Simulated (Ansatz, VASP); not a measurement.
# Cross-check of LaYO2F2 between VASP and Ansatz

Wanted: the spread between two codes on one cell, functional and k mesh. The cell is generated by rule, not measured, and may not be a known phase. The cell is taken from a series of runs on this material, whose earlier steps may have relaxed, scaled, displaced or heated it; both programs get it as it stands.

Main program and level: Ansatz 0.2.0; plane waves, with VASP 6.6.1 beside it; relaxation of cell and atoms at PBEsol.

The structure was built from a prototype and need not be the compound's stable phase.

## Step 1: Starting point

It takes space group R3m (No. 160, trigonal). Conventional cell: a = 3.900 Å, b = 3.900 Å, c = 19.336 Å, α = 90.00°, β = 90.00°, γ = 120.00°. La has 4 O at 2.35 to 2.38 Å and 4 F at 2.53 to 2.57 Å nearest. Y has 4 O at 2.23 to 2.31 Å and 4 F at 2.40 to 2.45 Å nearest. Nearest to O lie 3 Y at 2.31 Å and 1 La at 2.38 Å. O has 1 Y at 2.23 Å and 3 La at 2.35 Å nearest. Nearest to F lie 3 Y at 2.45 Å and 1 La at 2.57 Å. Nearest to F lie 1 Y at 2.40 Å and 3 La at 2.53 Å. Farther neighbours and most contacts between anions are not listed.

Structure file:

```
La Y O F
1.0
     1.94990    1.12578    6.44535
    -1.94990    1.12578    6.44535
     0.00000   -2.25155    6.44535
La Y O F
1 1 2 2
Direct
  0.25856 0.25856 0.25856
  0.74193 0.74193 0.74193
  0.38184 0.38184 0.38184
  0.62645 0.62645 0.62645
  0.12542 0.12542 0.12542
  0.86580 0.86580 0.86580
```

## Step 2: VASP: relaxation of cell and atoms, PBEsol

The relaxed volume is the usual yardstick between codes: in a stiff, nearly cubic crystal its relative difference is about their pressure difference at one cell divided by the bulk modulus.

Lines of VASP's logs that name or quote its potential files are left out, and so is its time.

File INCAR:

```
SYSTEM = LaYO2F2
PREC = Accurate
ENCUT = 600
EDIFF = 1E-07
NELM = 200
ISMEAR = 0
SIGMA = 0.02
LREAL = .FALSE.
ALGO = Normal
GGA = PS
NBANDS = 30
LASPH = .TRUE.
LORBIT = 11
LWAVE = .FALSE.
LCHARG = .FALSE.
ISIF = 3
IBRION = 2
NSW = 80
EDIFFG = -0.005
GGA_COMPAT = .FALSE.
NELMIN = 4
EFERMI = MIDGAP
LMAXMIX = 6
KPAR = 2
```

File POSCAR:

```
LaYO2F2
1.0
    1.9499020000      1.1257760000      6.4453480000
   -1.9499020000      1.1257760000      6.4453480000
    0.0000000000     -2.2515530000      6.4453480000
La Y O F
1 1 2 2
Direct
    0.2585638893      0.2585638893      0.2585637745
    0.7419333098      0.7419333098      0.7419329803
    0.3818431574      0.3818431574      0.3818429878
    0.6264468468      0.6264468468      0.6264465686
    0.1254173997      0.1254173997      0.1254173440
    0.8657957377      0.8657957377      0.8657953531
```

File KPOINTS:

```
Automatic mesh
0
Gamma
6 6 6
0 0 0
```

Potentials, in the order of the species: La, Y_sv, O and F (PBE family, release 64).

Command:

```bash
$ mpirun -np 2 vasp_std
```

Numbers of over 12 decimals in the logs are rounded to 6 here.

The program printed:

```text
[banner, memory and clock lines left out]
running    2 mpi-ranks, on    1 nodes
 distrk:  each k-point on    1 cores,    2 groups
 distr:  one band on    1 cores,    1 groups

 POSCAR found type information on POSCAR LaY O F
 POSCAR found :  4 types and       6 ions
|                                                                             |
|               ----> ADVICE to this user running VASP <----                  |
|                                                                             |
|     You enforced a specific xc type in the INCAR file but a different       |
|     [... a line on the potential file left out ...]
|     I HOPE YOU KNOW WHAT YOU ARE DOING!                                     |
|                                                                             |

 LDA part: xc-table for (Slater+PW92), standard interpolation
 POSCAR, INCAR and KPOINTS ok, starting setup
 FFT: planning ... GRIDC
 FFT: planning ... GRID_SOFT
 FFT: planning ... GRID
 WAVECAR not read
 entering main loop
       N       E                     dE             d eps       ncg     rms          rms(c)
DAV:   1     0.560217739345E+03    0.56022E+03   -0.24493E+04  2152   0.256E+03
DAV:   2     0.731968672585E+02   -0.48702E+03   -0.43116E+03  2208   0.487E+02
DAV:   3    -0.437345357595E+02   -0.11693E+03   -0.10793E+03  2614   0.205E+02
DAV:   4    -0.555926045079E+02   -0.11858E+02   -0.10950E+02  3230   0.599E+01
DAV:   5    -0.563505416397E+02   -0.75794E+00   -0.75746E+00  3056   0.151E+01    0.317E+01
DAV:   6    -0.499992210439E+02    0.63513E+01   -0.41004E+01  2776   0.382E+01    0.299E+01
DAV:   7    -0.499733550776E+02    0.25866E-01   -0.35214E+00  3024   0.144E+01    0.186E+01
DAV:   8    -0.499432261041E+02    0.30129E-01   -0.17273E+00  3192   0.975E+00    0.345E+00
DAV:   9    -0.498871977853E+02    0.56028E-01   -0.39704E-01  3120   0.413E+00    0.141E+00
DAV:  10    -0.498856315055E+02    0.15663E-02   -0.11818E-01  2936   0.261E+00    0.448E-01
DAV:  11    -0.498846454780E+02    0.98603E-03   -0.14100E-02  2850   0.889E-01    0.176E-01
DAV:  12    -0.498848886067E+02   -0.24313E-03   -0.19039E-03  3100   0.273E-01    0.122E-01
DAV:  13    -0.498850221001E+02   -0.13349E-03   -0.37338E-04  3468   0.157E-01    0.475E-02
DAV:  14    -0.498851335240E+02   -0.11142E-03   -0.20020E-04  2492   0.854E-02    0.190E-02
DAV:  15    -0.498851584235E+02   -0.24900E-04   -0.13393E-04  3464   0.777E-02    0.216E-02
DAV:  16    -0.498851598540E+02   -0.14305E-05   -0.16710E-05  3108   0.270E-02    0.138E-02
DAV:  17    -0.498851598353E+02    0.18638E-07   -0.12117E-05  2792   0.256E-02    0.401E-03
DAV:  18    -0.498851601319E+02   -0.29655E-06   -0.32340E-06  3408   0.112E-02    0.259E-03
DAV:  19    -0.498851602651E+02   -0.13323E-06   -0.19368E-06  2680   0.869E-03    0.101E-03
DAV:  20    -0.498851603674E+02   -0.10228E-06   -0.34637E-07  2568   0.457E-03    0.609E-04
DAV:  21    -0.498851603464E+02    0.20951E-07   -0.14523E-07  1804   0.296E-03
   1 F= -.49885160E+02 E0= -.49885160E+02  d E =-.498852E+02
[...]
2 F= -.49885276E+02 E0= -.49885276E+02  d E =-.115514E-03
[...]
3 F= -.49885369E+02 E0= -.49885369E+02  d E =-.209139E-03
[...]
4 F= -.49885370E+02 E0= -.49885370E+02  d E =-.209184E-03
 curvature:  -0.29 expect dE=-0.109E-04 dE for cont linesearch -0.129E-06
 ZBRENT: accuracy reached
 trial: gam= 0.07935 g(F)=  0.237E-04 g(S)=  0.140E-04 ort =-0.177E-04 (trialstep = 0.922E+00)
 search vector abs. value=  0.393E-04
 bond charge predicted
       N       E                     dE             d eps       ncg     rms          rms(c)
DAV:   1    -0.498853890545E+02   -0.19510E-04   -0.50248E-03  2480   0.616E-01    0.427E-02
DAV:   2    -0.498853957650E+02   -0.67106E-05   -0.29016E-04  2864   0.126E-01    0.298E-02
DAV:   3    -0.498853890800E+02    0.66850E-05   -0.18663E-05  3264   0.379E-02    0.156E-02
DAV:   4    -0.498853873801E+02    0.16999E-05   -0.54208E-06  3090   0.195E-02    0.233E-03
DAV:   5    -0.498853874029E+02   -0.22833E-07   -0.64292E-07  2304   0.532E-03
   5 F= -.49885387E+02 E0= -.49885387E+02  d E =-.178723E-04
 trial-energy change:   -0.000018  1 .order   -0.000018   -0.000033   -0.000002
 step:   0.9755(harm=  0.9755)  dis= 0.00066  next Energy=   -49.885387 (dE=-0.177E-04)
 reached required accuracy - stopping structural energy minimisation
```

OUTCAR, selected parts (step 2):

```text
ion  position               nearest neighbor table
   1  0.259  0.259  0.259-   4 2.35   4 2.35   4 2.35   3 2.38   6 2.53   6 2.53   6 2.53   5 2.57
                             2 3.67   2 3.67   2 3.67
   2  0.742  0.742  0.742-   4 2.23   3 2.31   3 2.31   3 2.31   6 2.40   5 2.45   5 2.45   5 2.45
                             1 3.67   1 3.67   1 3.67
   3  0.382  0.382  0.382-   2 2.31   2 2.31   2 2.31   1 2.38
   4  0.626  0.626  0.626-   2 2.23   1 2.35   1 2.35   1 2.35
   5  0.125  0.125  0.125-   2 2.45   2 2.45   2 2.45   1 2.57
   6  0.866  0.866  0.866-   2 2.40   1 2.53   1 2.53   1 2.53

  LATTYP: Found a trigonal (rhomboedric) cell.
 ALAT       =     6.8272981664
 COS(alpha) =     0.8368609891

 Subroutine GETGRP returns: Found  6 space group operations
 (whereof  6 operations were pure point group operations)

The static configuration has the point symmetry C_3v.

 Found     32 irreducible k-points:

   k-points           NKPTS =     32   k-points in BZ     NKDIM =     32   number of bands    NBANDS=     30

   dimension x,y,z NGX =    56 NGY =   56 NGZ =   56
   dimension x,y,z NGXF=   112 NGYF=  112 NGZF=  112

   ENCUT  =  600.0 eV  44.10 Ry    6.64 a.u.  13.64 13.64 13.64*2*pi/ulx,y,z

   NELECT =      48.0000    total number of electrons

 k-points in reciprocal lattice and weights: Automatic mesh
   0.00000000  0.00000000  0.00000000       0.005
   0.16666667 -0.00000000  0.00000000       0.028
   0.33333333  0.00000000  0.00000000       0.028
   0.50000000  0.00000000  0.00000000       0.014
   0.16666667  0.16666667  0.00000000       0.028
   0.33333333  0.16666667  0.00000000       0.056
   0.50000000  0.16666667  0.00000000       0.056
  -0.33333333  0.16666667 -0.00000000       0.056
  -0.16666667  0.16666667  0.00000000       0.028
[...]
-0.33333333  0.50000000  0.33333333       0.028
   0.50000000  0.50000000  0.50000000       0.005

 average (electrostatic) potential at core
       1 -96.9688       2 -34.1004       3 -68.7523       4 -69.2867       5 -74.3884
       6 -74.9118

 E-fermi :   5.7856

 k-point     1 :       0.0000    0.0000    0.0000
  band No.  band energies     occupation
    ...
     20       1.8700      2.00000
     21       1.8700      2.00000
     22       2.5523      2.00000
     23       2.5523      2.00000
     24       3.3028      2.00000
     25       8.5322      0.00000
     26       9.1904      0.00000
     27       9.2764      0.00000
     28       9.2764      0.00000
     29       9.2868      0.00000
    ...

 k-point     2 :       0.1667   -0.0000    0.0000
  band No.  band energies     occupation
    ...
     20       1.9013      2.00000
     21       1.9586      2.00000
     22       2.4857      2.00000
     23       2.6436      2.00000
     24       3.2618      2.00000
     25       8.6837      0.00000
     26       9.1587      0.00000
     27       9.1971      0.00000
     28       9.3308      0.00000
     29       9.3426      0.00000
    ...

 k-point     3 :       0.3333    0.0000    0.0000
  band No.  band energies     occupation
    ...
     20       1.9754      2.00000
     21       2.2570      2.00000
     22       2.6445      2.00000
     23       2.9352      2.00000
     24       3.2119      2.00000
     25       8.4884      0.00000
     26       9.0836      0.00000
     27       9.1125      0.00000
     28       9.2796      0.00000
     29       9.3347      0.00000
    ...

  Total       -0.0116322     -0.0116322      0.0038926      0.0000000     -0.0000000      0.0000000
  in kB       -0.2190165     -0.2190165      0.0732917      0.0000000     -0.0000000      0.0000000
  external PRESSURE =      -0.1215805 kB  Pullay stress =       0.0000000 kB

  energy-cutoff  :      600.00
  volume of cell :       85.09
      direct lattice vectors                 reciprocal lattice vectors
     1.950971183  1.126393292  6.453601211     0.256282617  0.147964852  0.051650756
    -1.950971183  1.126393292  6.453601211    -0.256282617  0.147964852  0.051650756
    -0.000000000 -2.252787586  6.453601212     0.000000000 -0.295929705  0.051650733

 POSITION                                       TOTAL-FORCE (eV/Angst)
 -----------------------------------------------------------------------------------
     -0.00000     -0.00000      5.00672         0.000000      0.000000     -0.000943
     -0.00000     -0.00000     14.36342        -0.000000     -0.000000      0.001864
     -0.00000     -0.00000      7.39382         0.000000      0.000000     -0.002076
     -0.00000     -0.00000     12.12840         0.000000     -0.000000      0.003427
     -0.00000     -0.00000      2.42770         0.000000      0.000000     -0.003355
     -0.00000     -0.00000     16.76235        -0.000000     -0.000000      0.001083
 -----------------------------------------------------------------------------------
    total drift:                                0.000000     -0.003719     -0.000193

  FREE ENERGIE OF THE ION-ELECTRON SYSTEM (eV)
  ---------------------------------------------------
  free  energy   TOTEN  =       -49.8853874029 eV

  energy  without entropy=      -49.8853874029  energy(sigma->0) =      -49.88538740

 reached required accuracy - stopping structural energy minimisation

 total charge
# of ion       s       p       d       f       tot
--------------------------------------------------
    1        2.035   5.700   0.649   0.263   8.647
    2        2.160   6.408   0.920   0.137   9.625
    3        1.550   3.463   0.000   0.000   5.012
    4        1.560   3.481   0.000   0.000   5.041
    5        1.729   4.368   0.000   0.000   6.097
    6        1.731   4.370   0.000   0.000   6.101
--------------------------------------------------
tot         10.765  27.789   1.569   0.399  40.523

[... 3 further parts left out ...]
```

The run keeps the 6 symmetry operations of its start, so it cannot find a distortion of lower symmetry.

[end of part 1 of 2]

[Lines on the potential files, build, host, timing and source positions are cut from VASP's logs without a mark.]

[Logs are printed without paths, hosts, clocks, repeated set-up lines and the standing remarks that a program may print on its own settings, such as how far it seeks lower states.]

[Hosts, paths, dates, database ids (printed as entryN), source tags and the programs' standing remarks are cut or masked in the printed files.]
